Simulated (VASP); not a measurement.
All values below come from HSE06 screened hybrid, VASP's PBE PAW potentials (set 64) (plane waves; VASP).

VASP ran on this input.

### POSCAR
```
Cs2AgBiBr6
1
    0.0000000000     5.6872830000     5.6872830000
    5.6872830000     0.0000000000     5.6872830000
    5.6872830000     5.6872830000     0.0000000000
Cs Ag Bi Br
2 1 1 6
Direct
  0.7500000000   0.7500000000   0.7500000000
  0.2500000000   0.2500000000   0.2500000000
  0.5000000000   0.5000000000   0.5000000000
  0.0000000000   0.0000000000   0.0000000000
  0.7491900000   0.2508100000   0.2508100000
  0.2508100000   0.7491900000   0.7491900000
  0.2508100000   0.7491900000   0.2508100000
  0.7491900000   0.2508100000   0.7491900000
  0.2508100000   0.2508100000   0.7491900000
  0.7491900000   0.7491900000   0.2508100000
```

File KPOINTS:
```
Automatic mesh
0
Gamma
2 2 2
0 0 0
```

INCAR:
```
LMAXMIX = 4   # l cut-off of mixed one-centre charges
ISMEAR = 0
EDIFF = 1E-6
ISIF = 2
ISYM = 3
HFSCREEN = 0.2   # 1/Angstrom
PRECFOCK = Fast
ENCUT = 300
LWAVE = .FALSE.
NELM = 100   # most electronic steps
GGA = PE   # PBE
LHFCALC = .TRUE.
LREAL = .FALSE.   # projection in real space or not
ALGO = Normal
AEXX = 0.25
LCHARG = .FALSE.
LASPH = .TRUE.
PREC = Accurate
SIGMA = 0.02   # width (eV)
SYSTEM = Cs2AgBiBr6
```

POTCAR, in this order: Cs_sv Ag Bi_d Br (PBE.64 set). Program: vasp_std.

Unless said otherwise, spin-orbit coupling is left out, though it shifts the bands of the heavy elements here.

What does the run give for the energy per atom (σ→0), largest force, band gap (on the k-mesh)?

```yaml
energy per atom (σ→0): -3.538 eV/atom
band gap (on the k-mesh): 2.20 eV
largest_force: 0.104 eV/Å
```

### OSZICAR
```
...
DAV:  15    -0.353772958476E+02   -0.52201E-04   -0.28307E-05   337   0.263E-02    0.466E-02
DAV:  16    -0.353773228284E+02   -0.26981E-04   -0.11593E-05   340   0.164E-02    0.282E-02
DAV:  17    -0.353773363408E+02   -0.13512E-04   -0.50478E-06   305   0.105E-02    0.174E-02
DAV:  18    -0.353773429456E+02   -0.66048E-05   -0.23031E-06   284   0.703E-03    0.108E-02
DAV:  19    -0.353773461223E+02   -0.31767E-05   -0.11251E-06   212   0.482E-03    0.683E-03
DAV:  20    -0.353773476319E+02   -0.15097E-05   -0.60841E-07   220   0.351E-03    0.439E-03
DAV:  21    -0.353773483399E+02   -0.70798E-06   -0.29597E-07   217   0.248E-03
   1 F= -.35377348E+02 E0= -.35377348E+02  d E =-.115794E-29
```

The structure comes from a computed database's Cs2AgBiBr6 entry; how it stands against other phases isn't given here. The cell was not relaxed at this level. The k-mesh is coarse (spacing up to 0.48 per Å, 2π included), so the numbers may not be converged in it.
